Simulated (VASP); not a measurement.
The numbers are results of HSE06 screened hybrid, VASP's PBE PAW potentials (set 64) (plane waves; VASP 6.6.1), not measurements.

VASP ran on this input.

File KPOINTS:
```
Automatic mesh
0
Gamma
1 1 1
0 0 0
```

**INCAR**
```
SYSTEM = FeSi63
LHFCALC = .True.
EDIFF = 1E-5   # SCF stop (eV)
LCHARG = .False.
LASPH = .True.   # aspherical one-centre terms
ISIF = 0
LREAL = Auto
NELMIN = 4
LWAVE = .False.
HFSCREEN = 0.2   # 1/Angstrom
PRECFOCK = Fast
ISMEAR = 0   # Gaussian
GGA = PE   # PBE
MAGMOM = 0.0 0.0 0.0 0.0 0.0 0.0 0.0 0.0 0.0 0.0 0.0 0.0 0.0 0.0 0.0 0.0 0.0 0.0 0.0 0.0 0.0 0.0 0.0 0.0 0.0 0.0 0.0 0.0 0.0 0.0 0.0 0.0 0.0 0.0 0.0 0.0 0.0 0.0 0.0 0.0 0.0 0.0 0.0 0.0 0.0 0.0 0.0 0.0 0.0 0.0 0.0 0.0 0.0 0.0 0.0 0.0 0.0 0.0 0.0 0.0 0.0 0.0 0.0 3.0
LORBIT = 10
LMAXMIX = 4   # l cut-off of mixed one-centre charges
ALGO = Normal   # blocked Davidson
SIGMA = 0.05
ISYM = 0
ENCUT = 400
PREC = Normal
ISPIN = 2   # spin-polarised
AEXX = 0.25
NELM = 50   # most electronic steps
```

**POSCAR**
```
FeSi63
1
   10.9370747000     0.0000000000     0.0000000000
    0.0000000000    10.9370747000     0.0000000000
    0.0000000000     0.0000000000    10.9370747000
Si Fe
63 1
Direct
  0.5000816934   0.0002191432   0.0002375981
  0.6254554310   0.1254819618   0.1257736916
  0.7500687425   0.2498752358   0.0000940461
  0.8746064965   0.3745501007   0.1256079604
  0.7500056699   0.9997442060   0.2501279943
  0.8746221199   0.1254318883   0.3744943661
  0.0000095271   0.0000018002   0.9999858624
  0.1249802850   0.1250200874   0.1249950190
  0.2500968588   0.2500870625   0.0003358931
  0.3753804658   0.3752223473   0.1252118263
  0.4999951468   0.4999774509   0.0001912354
  0.6247929979   0.6248367505   0.1250215452
  0.7499778748   0.7500211875   0.0001589606
  0.8750282512   0.8750393822   0.1249673899
  0.2500871129   0.0004306766   0.2501438988
  0.3753673126   0.1252626998   0.3753618580
  0.4996858549   0.2518371684   0.2518983375
  0.6192319527   0.3813688417   0.3814116387
  0.7485502093   0.5007450952   0.2515880370
  0.8749826930   0.6248783827   0.3753378081
  0.4999937283   0.0000510160   0.4999810144
  0.6247535810   0.1250051125   0.6247937285
  0.7486035463   0.2514921001   0.5006838701
  0.8752003058   0.3751091869   0.6248327894
  0.7499456709   0.0001798700   0.7499880060
  0.8750243617   0.1249505680   0.8750382549
  0.9999536008   0.5000852278   0.0003260729
  0.1254007391   0.6254630367   0.1256268518
  0.2499035392   0.7501336263   0.0000522549
  0.3744892499   0.8748543805   0.1254949275
  0.0002711199   0.2500731783   0.2500878198
  0.1251242331   0.3752474115   0.3752995618
  0.2516194392   0.4994491435   0.2516102076
  0.3807758740   0.6194795181   0.3808354188
  0.5006388615   0.7486947207   0.2514311611
  0.6248138036   0.8749405045   0.3753948416
  0.9998709427   0.0000455800   0.5001250505
  0.1254550266   0.1253583531   0.6254852566
  0.2515813144   0.2516321173   0.4996403305
  0.3804948752   0.3809078984   0.6199512419
  0.6192093167   0.6189522824   0.6198690872
  0.7483373706   0.7482849126   0.4997127064
  0.8744350709   0.8746133775   0.6254635306
  0.2500173525   0.9998270917   0.7500313959
  0.3744427644   0.1253465385   0.8747763047
  0.5006283933   0.2513691583   0.7487830933
  0.6247986685   0.3750238433   0.8753466155
  0.7487614350   0.4990537101   0.7488888799
  0.8746744826   0.6254884055   0.8747547869
  0.9998250685   0.7500718403   0.2501141261
  0.1253689530   0.8748531795   0.3745374954
  0.0000255300   0.5000002032   0.4999632464
  0.1248531076   0.6249398244   0.6247653728
  0.2513716513   0.7487318488   0.5006536884
  0.3752536731   0.8750809006   0.6248289257
  0.9999804893   0.2499547975   0.7500934529
  0.1252731413   0.3745553660   0.8749532176
  0.2511169787   0.5009763456   0.7489818749
  0.3751578428   0.6249519722   0.8753597227
  0.4993291720   0.7486543485   0.7488222698
  0.6254683536   0.8748016585   0.8747558150
  0.0000269347   0.7500675530   0.7499802600
  0.1249223304   0.8750353604   0.8750167366
  0.4996414097   0.5002454623   0.5006297681
```

POTCAR, in this order: Si Fe (PBE.64 set). Program: vasp_gam. Read from the step before: WAVECAR.

What VASP printed:

OSZICAR:
```
       N       E                     dE             d eps       ncg     rms          rms(c)
DAV:   1    -0.399848753396E+03   -0.39985E+03   -0.12684E+01   756   0.872E+00    0.191E+01
DAV:   2    -0.400182294609E+03   -0.33354E+00   -0.94031E-01   952   0.496E+00    0.132E+01
DAV:   3    -0.401002652538E+03   -0.82036E+00   -0.48411E+00   835   0.117E+01    0.122E+01
DAV:   4    -0.407047137881E+03   -0.60445E+01   -0.33377E+01   830   0.369E+01    0.317E+01
DAV:   5    -0.455360163887E+03   -0.48313E+02   -0.23158E+02   820   0.580E+01    0.101E+02
DAV:   6    -0.453113892839E+03    0.22463E+01   -0.92528E+02   766   0.687E+01    0.609E+01
DAV:   7    -0.451583539269E+03    0.15304E+01   -0.10006E+03   884   0.226E+01    0.206E+02
DAV:   8    -0.457805101803E+03   -0.62216E+01   -0.91339E+02   734   0.896E+01    0.110E+02
DAV:   9    -0.456193711887E+03    0.16114E+01   -0.33344E+02   828   0.246E+01    0.102E+02
DAV:  10    -0.458921007232E+03   -0.27273E+01   -0.88484E+02   792   0.676E+01    0.109E+02
DAV:  11    -0.461333551398E+03   -0.24125E+01   -0.18289E+02   881   0.224E+01    0.896E+01
DAV:  12    -0.450551800329E+03    0.10782E+02   -0.52516E+02   814   0.767E+01    0.977E+01
DAV:  13    -0.460479303094E+03   -0.99275E+01   -0.14346E+02   836   0.256E+01    0.949E+01
DAV:  14    -0.451436551610E+03    0.90428E+01   -0.71310E+02   851   0.732E+01    0.989E+01
DAV:  15    -0.460894384962E+03   -0.94578E+01   -0.18221E+02   900   0.242E+01    0.110E+02
DAV:  16    -0.452676907847E+03    0.82175E+01   -0.71810E+02   777   0.753E+01    0.102E+02
DAV:  17    -0.455070063367E+03   -0.23932E+01   -0.29170E+02   902   0.240E+01    0.120E+02
DAV:  18    -0.451349139578E+03    0.37209E+01   -0.10358E+03   785   0.779E+01    0.111E+02
DAV:  19    -0.441234250292E+03    0.10115E+02   -0.59373E+02   944   0.233E+01    0.149E+02
DAV:  20    -0.452726731303E+03   -0.11492E+02   -0.11433E+03   745   0.955E+01    0.139E+02
DAV:  21    -0.447322429020E+03    0.54043E+01   -0.66324E+02   936   0.236E+01    0.135E+02
DAV:  22    -0.457111962351E+03   -0.97895E+01   -0.11343E+03   785   0.894E+01    0.127E+02
DAV:  23    -0.443067023345E+03    0.14045E+02   -0.73788E+02   939   0.235E+01    0.129E+02
DAV:  24    -0.448309212296E+03   -0.52422E+01   -0.10737E+03   806   0.905E+01    0.128E+02
DAV:  25    -0.561431276070E+03   -0.11312E+03   -0.65321E+02   955   0.248E+01    0.162E+02
DAV:  26    -0.701920604468E+03   -0.14049E+03   -0.31892E+03   889   0.146E+02    0.152E+02
DAV:  27    -0.271840398286E+04   -0.20165E+04   -0.22801E+03  1137   0.300E+01    0.196E+02
DAV:  28    -0.823073723980E+06   -0.82036E+06   -0.82099E+06  1046   0.113E+03    0.532E+02
DAV:  29    -0.243918317156E+04    0.82063E+06   -0.39830E+03  1027   0.129E+02    0.610E+02
DAV:  30    -0.437056946226E+04   -0.19314E+04   -0.21332E+03   937   0.755E+01    0.379E+02
DAV:  31    -0.422040116180E+04    0.15017E+03   -0.39485E+03   769   0.396E+02    0.250E+02
DAV:  32    -0.962775838525E+04   -0.54074E+04   -0.29398E+03   896   0.911E+01    0.176E+02
DAV:  33    -0.714148534484E+04    0.24863E+04   -0.49362E+03   761   0.368E+02    0.144E+02
DAV:  34    -0.143653361415E+05   -0.72239E+04   -0.56830E+03   798   0.120E+02    0.228E+02
DAV:  35    -0.233307250875E+05   -0.89654E+04   -0.21925E+04   819   0.487E+02    0.183E+02
DAV:  36    -0.846155656449E+04    0.14869E+05   -0.51819E+03   764   0.160E+02    0.129E+02
DAV:  37    -0.746377230700E+05   -0.66176E+05   -0.35610E+05   814   0.239E+02    0.201E+02
DAV:  38    -0.177327805643E+05    0.56905E+05   -0.98808E+03   729   0.444E+02    0.232E+02
DAV:  39    -0.756575870088E+05   -0.57925E+05   -0.11295E+05   854   0.288E+02    0.215E+02
DAV:  40    -0.376708736507E+06   -0.30105E+06   -0.25311E+06   915   0.382E+02    0.167E+03
DAV:  41    -0.190373762812E+05    0.35767E+06   -0.50897E+04   723   0.780E+02    0.183E+03
DAV:  42    -0.170258295959E+06   -0.15122E+06   -0.90609E+05   846   0.331E+02    0.119E+03
DAV:  43    -0.422364859962E+06   -0.25211E+06   -0.26440E+06   830   0.270E+02    0.191E+03
DAV:  44    -0.613440195788E+05    0.36102E+06   -0.22174E+05   726   0.404E+02    0.221E+03
DAV:  45    -0.158399831743E+06   -0.97056E+05   -0.12486E+06   740   0.261E+02    0.131E+03
DAV:  46    -0.762906143048E+06   -0.60451E+06   -0.48051E+06   883   0.354E+02    0.143E+03
DAV:  47    -0.341181511661E+06    0.42172E+06   -0.26438E+06   748   0.206E+03    0.105E+03
DAV:  48    -0.786834212868E+05    0.26250E+06   -0.30941E+05   862   0.388E+02    0.656E+02
DAV:  49    -0.851427727661E+05   -0.64594E+04   -0.11919E+04   769   0.309E+02    0.420E+02
DAV:  50    -0.804365232865E+06   -0.71922E+06   -0.68687E+06   798   0.308E+02
   1 F= -.80436523E+06 E0= -.80436523E+06  d E =-.129371E-45  mag=   -10.9530
```

OUTCAR:
```
------------------------ aborting loop EDIFF was not reached (unconverged)  ----------------------------
  volume of cell :     1308.29
      direct lattice vectors                 reciprocal lattice vectors
    10.937074700  0.000000000  0.000000000     0.091432127  0.000000000  0.000000000
     0.000000000 10.937074700  0.000000000     0.000000000  0.091432127  0.000000000
     0.000000000  0.000000000 10.937074700     0.000000000  0.000000000  0.091432127
 POSITION                                       TOTAL-FORCE (eV/Angst)
 -----------------------------------------------------------------------------------
      5.46943      0.00240      0.00260       -81.867493    350.752482    125.258026
      6.84065      1.37241      1.37560       766.599689   3276.730569   -639.136596
      8.20356      2.73290      0.00103     -1529.328427    -40.672154    -15.108539
      9.56564      4.09648      1.37378      -501.300647   -122.715897   -369.980435
      8.20287     10.93428      2.73567      -405.707810    353.377251    989.022896
      9.56581      1.37186      4.09587      -946.780807     29.094820    -41.092098
      0.00010      0.00002     10.93692      1700.910759   -942.826758   2299.081983
      1.36692      1.36735      1.36708      -482.771066  -3386.212349   -971.302664
      2.73533      2.73522      0.00367       304.426072     22.951103    403.950305
      4.10556      4.10383      1.36945       362.520651   -833.651997    168.668733
      5.46848      5.46829      0.00209        15.330956    -12.800613    124.247000
      6.83341      6.83389      1.36737      -127.744860     72.910959    106.340508
      8.20256      8.20304      0.00174       -54.654743    101.917290    -45.719452
      9.57025      9.57037      1.36678       604.908273   1444.445396    259.643191
      2.73522      0.00471      2.73584      -991.167897    801.625448   -321.339134
      4.10542      1.37001      4.10536        83.446638     76.793733   -113.055327
      5.46510      2.75436      2.75503       502.130577    576.125991   -675.669757
      6.77259      4.17106      4.17153      -184.832890   -506.943141   -614.431978
      8.18695      5.47669      2.75164         8.749302    103.251250   -105.005511
      9.56975      6.83434      4.10510         1.653094    177.425691    302.519607
      5.46847      0.00056      5.46833       400.453857    696.097693    173.215506
      6.83298      1.36719      6.83342       -93.847761    136.496006   -173.908991
      8.18753      2.75059      5.47602      -220.229100    -67.669850    368.697933
      9.57213      4.10260      6.83384      -169.088376   -171.752370    774.805501
      8.20221      0.00197      8.20267         7.921362   1215.299891    374.701092
      9.57021      1.36659      9.57036       -24.243787   1263.750803    585.490336
     10.93657      5.46947      0.00357        37.886104     68.866098     -0.660214
      1.37152      6.84074      1.37399        64.083415    312.575538   -124.199210
      2.73321      8.20427      0.00057      -966.241950   1433.729383  -2193.302083
      4.09582      9.56835      1.37255      -863.674811   -339.144516   -550.226447
      0.00297      2.73507      2.73523      -208.376629    354.602084     79.718017
      1.36849      4.10411      4.10468      -254.044311   -170.719940     77.510743
      2.75198      5.46251      2.75188        58.385142   -144.420647   -283.291057
      4.16457      6.77529      4.16523      -152.638978    404.957457    211.319268
      5.47552      8.18853      2.74992      -344.100255   -111.662306    423.786073
      6.83364      9.56929      4.10572      -100.909937    -71.358824    223.263072
     10.93566      0.00050      5.46991       109.630056     40.570851    509.309333
      1.37211      1.37105      6.84098       112.018223    119.518400    -16.848240
      2.75156      2.75212      5.46460      -224.540104   -329.293992   -593.948190
      4.16150      4.16602      6.78045       -73.369838     92.723491    174.710577
      6.77234      6.76953      6.77955      -350.883956    123.710106    172.365662
      8.18462      8.18405      5.46540       146.024925    169.333630   -120.556384
      9.56376      9.56571      6.84074       257.157396    -37.429663     11.310572
      2.73446     10.93518      8.20315      -462.277016   -443.359798     83.242841
      4.09531      1.37092      9.56749        44.568676    852.127640    201.211761
      5.47541      2.74924      8.18950       715.623652   -329.272443   -248.230379
      6.83347      4.10166      9.57373      2690.099007  -2892.536329    708.286776
      8.18926      5.45819      8.19065       467.718843  -1387.640172    351.974223
      9.56638      6.84101      9.56726      1179.962523    894.360473  -1147.819494
     10.93516      8.20359      2.73552       145.385689    209.929983    184.873911
      1.37117      9.56833      4.09634       767.925900   -342.090567    349.446622
      0.00028      5.46854      5.46814       173.640022     68.850018    445.612709
      1.36553      6.83501      6.83311      -725.628124   3016.839340    536.544289
      2.74927      8.18894      5.47569      -290.792316   -150.157527    837.693238
      4.10418      9.57083      6.83380      -148.268208  -1424.642557   -175.439147
     10.93686      2.73377      8.20383     -2150.342060      2.536059   1167.987394
      1.37012      4.09654      9.56943       625.627816   1025.620789   -468.085239
      2.74649      5.47922      8.19167       -26.326944    549.688541    305.287349
      4.10313      6.83515      9.57387     -2107.841605    686.527589   -109.421740
      5.46120      8.18809      8.18993     -1276.544962   -119.058214   -490.138419
      6.84079      9.56777      9.56727      -170.607415   -139.892479    270.221738
      0.00029      8.20354      8.20259      1949.193363   -669.041122     56.420272
      1.36628      9.57033      9.57012      -311.912558  -2808.190890   3010.691940
      5.46462      5.47122      5.47543      2718.905660  -3130.956730  -6840.514272
 -----------------------------------------------------------------------------------
    total drift:                             -592.161571  -6887.970295  -2055.536236
  FREE ENERGIE OF THE ION-ELECTRON SYSTEM (eV)
  ---------------------------------------------------
  free  energy   TOTEN  =   -804365.2328649923 eV

  energy  without entropy=  -804365.2328649923  energy(sigma->0) =  -804365.23286499

  exchange ACFDT corr.  =         0.00000000  see jH, gK, PRB 81, 115126

 total charge

# of ion       s       p       d       tot
------------------------------------------
    1        1.958   0.120   0.000   2.079
    2        1.183   0.220   0.000   1.403
    3        2.068   0.056   0.000   2.123
    4        0.609   0.120   0.000   0.729
    5        1.085   0.133   0.000   1.218
    6        0.809   0.123   0.000   0.933
    7        1.836   0.114   0.000   1.949
    8        1.657   0.143   0.000   1.800
    9        1.567   0.085   0.000   1.652
   10        1.339   0.160   0.000   1.499
   11        1.193   0.122   0.000   1.316
   12        0.680   0.095   0.000   0.775
   13        1.629   0.035   0.000   1.664
   14        0.999   0.166   0.000   1.164
   15        1.520   0.101   0.000   1.621
   16        1.077   0.055   0.000   1.132
   17        1.689   0.074   0.000   1.763
   18        0.657   0.115   0.000   0.772
   19        0.614   0.050   0.000   0.664
   20        1.152   0.116   0.000   1.268
   21        1.263   0.132   0.000   1.395
   22        1.680   0.054   0.000   1.733
   23        1.587   0.031   0.000   1.617
   24        1.028   0.135   0.000   1.163
...
```
(Selected blocks of OUTCAR.)

stdout:
```
...
DAV:  31    -0.422040116180E+04    0.15017E+03   -0.39485E+03   769   0.396E+02    0.250E+02
DAV:  32    -0.962775838525E+04   -0.54074E+04   -0.29398E+03   896   0.911E+01    0.176E+02
DAV:  33    -0.714148534484E+04    0.24863E+04   -0.49362E+03   761   0.368E+02    0.144E+02
DAV:  34    -0.143653361415E+05   -0.72239E+04   -0.56830E+03   798   0.120E+02    0.228E+02
DAV:  35    -0.233307250875E+05   -0.89654E+04   -0.21925E+04   819   0.487E+02    0.183E+02
DAV:  36    -0.846155656449E+04    0.14869E+05   -0.51819E+03   764   0.160E+02    0.129E+02
DAV:  37    -0.746377230700E+05   -0.66176E+05   -0.35610E+05   814   0.239E+02    0.201E+02
DAV:  38    -0.177327805643E+05    0.56905E+05   -0.98808E+03   729   0.444E+02    0.232E+02
DAV:  39    -0.756575870088E+05   -0.57925E+05   -0.11295E+05   854   0.288E+02    0.215E+02
DAV:  40    -0.376708736507E+06   -0.30105E+06   -0.25311E+06   915   0.382E+02    0.167E+03
DAV:  41    -0.190373762812E+05    0.35767E+06   -0.50897E+04   723   0.780E+02    0.183E+03
DAV:  42    -0.170258295959E+06   -0.15122E+06   -0.90609E+05   846   0.331E+02    0.119E+03
DAV:  43    -0.422364859962E+06   -0.25211E+06   -0.26440E+06   830   0.270E+02    0.191E+03
DAV:  44    -0.613440195788E+05    0.36102E+06   -0.22174E+05   726   0.404E+02    0.221E+03
DAV:  45    -0.158399831743E+06   -0.97056E+05   -0.12486E+06   740   0.261E+02    0.131E+03
DAV:  46    -0.762906143048E+06   -0.60451E+06   -0.48051E+06   883   0.354E+02    0.143E+03
DAV:  47    -0.341181511661E+06    0.42172E+06   -0.26438E+06   748   0.206E+03    0.105E+03
DAV:  48    -0.786834212868E+05    0.26250E+06   -0.30941E+05   862   0.388E+02    0.656E+02
DAV:  49    -0.851427727661E+05   -0.64594E+04   -0.11919E+04   769   0.309E+02    0.420E+02
DAV:  50    -0.804365232865E+06   -0.71922E+06   -0.68687E+06   798   0.308E+02

 -----------------------------------------------------------------------------
|                                                                             |
|           W    W    AA    RRRRR   N    N  II  N    N   GGGG   !!!           |
|           W    W   A  A   R    R  NN   N  II  NN   N  G    G  !!!           |
|           W    W  A    A  R    R  N N  N  II  N N  N  G       !!!           |
|           W WW W  AAAAAA  RRRRR   N  N N  II  N  N N  G  GGG   !            |
|           WW  WW  A    A  R   R   N   NN  II  N   NN  G    G                |
|           W    W  A    A  R    R  N    N  II  N    N   GGGG   !!!           |
|                                                                             |
|     The electronic self-consistency was not achieved in the given           |
|     number of steps (NELM). The forces and other quantities evaluated       |
|     might not be reliable so examine the results carefully. If you find     |
|     spurious results, we suggest increasing NELM, if you were close to      |
|     convergence or switching to a different ALGO or adjusting the           |
|     density mixing parameters otherwise.                                    |
|                                                                             |
 -----------------------------------------------------------------------------

   1 F= -.80436523E+06 E0= -.80436523E+06  d E =-.129371E-45  mag=   -10.9530
```

The run did not converge; its last values are not results.

The supercell is sampled at Γ alone, which is coarse: total energies, pressure and levels can be off, energies of defects by several tenths of an eV.

The cell is a supercell with a defect, built from Si (diamond): Fe_Si. The cell's shape comes from a PBE relaxation.
